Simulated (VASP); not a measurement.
Set up this calculation in VASP 6.6.1, as the native input.

| Quantity | Value |
| --- | --- |
| Task | single point |
| Functional | rev-vdW-DF2 |
| Potentials or basis | VASP PAW PBE potentials, release 64 (W_sv, N) |
| Cutoff | 400 eV |
| k mesh | 5 × 6 × 1 |
| Occupations | methfessel-paxton, width 0.1 eV |
| Spin | no spin polarisation |
| Further INCAR settings | LREAL = Auto; ALGO = Fast; EDIFF = 1e-06; ISYM = 0 |

The structure of W16N lies in POSCAR:

```
W16N
1.0
    6.3200000000      0.0000000000      0.0000000000
    3.1600000000      4.4689148571      0.0000000000
    0.0000000000      0.0000000000     23.2033722856
W N
16 1
Direct
    0.7500000000      0.5000000000      0.1077000000
    0.2500000000      0.5000000000      0.1077000000
    0.7500000000      0.0000000000      0.1077000000
    0.2500000000      0.0000000000      0.1077000000
    0.0000000000      0.0000000000      0.2040000000
    0.5000000000      0.0000000000      0.2040000000
    0.0000000000      0.5000000000      0.2040000000
    0.5000000000      0.5000000000      0.2040000000
    0.7507000000      0.5001000000      0.3018000000
    0.2497000000      0.4995000000      0.3017000000
    0.7510000000      0.9978000000      0.2989000000
    0.2497000000      0.0006000000      0.3004000000
    0.9980000000      0.0007000000      0.3971000000
    0.5020000000      0.9989000000      0.3972000000
    0.9974000000      0.5063000000      0.3961000000
    0.5068000000      0.4858000000      0.3932000000
    0.2116000000      0.0766000000      0.4446000000
```

The cell was built by a generator and needn't be a form met in nature.

One way to write it, as run:

INCAR

```
SYSTEM = W16N
PREC = Accurate ; ENCUT = 400
EDIFF = 1E-6 ; ISMEAR = 1
SIGMA = 0.1 ; LREAL = Auto
LASPH = .True. ; NELM = 60
ALGO = Fast ; ISIF = 2
LWAVE = .False. ; LCHARG = .False.
GGA = MK ; LUSE_VDW = .True.
AGGAC = 0.0 ; PARAM1 = 0.1234
PARAM2 = 0.711357 ; ZAB_VDW = -1.8867
ISYM = 0
```

KPOINTS

```
Automatic mesh
0
Gamma
  5 6 1
  0 0 0
```

Potentials or basis: VASP PAW PBE potentials, release 64 (W_sv, N).

The run is started by

```console
$ cat potpaw_PBE.64/W_sv/POTCAR potpaw_PBE.64/N/POTCAR > POTCAR
$ mpirun -np 4 vasp_std > vasp.out
```

It gave:

The largest force is 0.690 eV/Å. The band gap on the k mesh is none (metal or under the smearing width).

Caveat: the PAW data sets were made with another functional, which shifts forces and pressure a little.

It took 19 min on 4 MPI ranks on Intel(R) Xeon(R) Platinum 8488C (Sapphire Rapids), with other jobs on the host, peak memory 0.67 GiB a rank.
